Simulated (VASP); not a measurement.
A run of VASP 6.6.1 is set up as follows.

The input INCAR:

```
SYSTEM = SiB
ALGO = Normal
EDIFF = 1E-6
ENCUT = 520
ISIF = 2
ISMEAR = 0
KPAR = 4
LASPH = .True.
LCHARG = .False.
LMIXTAU = .True.
LREAL = .False.
LWAVE = .False.
METAGGA = R2SCAN
NELM = 150
PREC = Accurate
SIGMA = 0.1
```

Contents of KPOINTS:

```
k-points
0
Gamma
  10 10 4
  0 0 0
```

File POSCAR:

```
SiB                                     
1.0
    3.4077129087      0.0000000000     -0.0000000000
   -1.7038564493      2.9511659448      0.0000000000
   -0.0000000000     -0.0000000000      9.4996191455
  Si              B             
     4     4
Direct
     0.0000000000000000    0.0000000000000000    0.1438908053121387
     1.0000000000000000    0.0000000000000000    0.8561091946878613
     0.3333333300000021    0.6666666699999979    0.3437065960596775
     0.3333333300000021    0.6666666699999979    0.6562934039403225
     0.6666666699999979    0.3333333300000021    0.4094843385269190
     0.6666666699999979    0.3333333300000021    0.5905156614730809
     0.3333333300000021    0.6666666699999979    0.1014823765238195
     0.3333333300000021    0.6666666699999979    0.8985176234761805
```

Potentials or basis: VASP PAW PBE potentials, release 64 (Si, B).

Launch:

```console
$ cat potpaw_PBE.64/Si/POTCAR potpaw_PBE.64/B/POTCAR > POTCAR
$ mpirun -np 4 vasp_std > vasp.out
```

Estimate the largest force.

0.188 eV/Å.

Predict the band gap on the k mesh.

none (metal or under the smearing width).

Stress tensor (GPa, compression positive):
```
-1.81  0.00  0.00
 0.00 -1.81  0.00
 0.00  0.00  0.06
```

Caveat: the PAW data sets were made with another functional, which shifts forces and pressure a little.
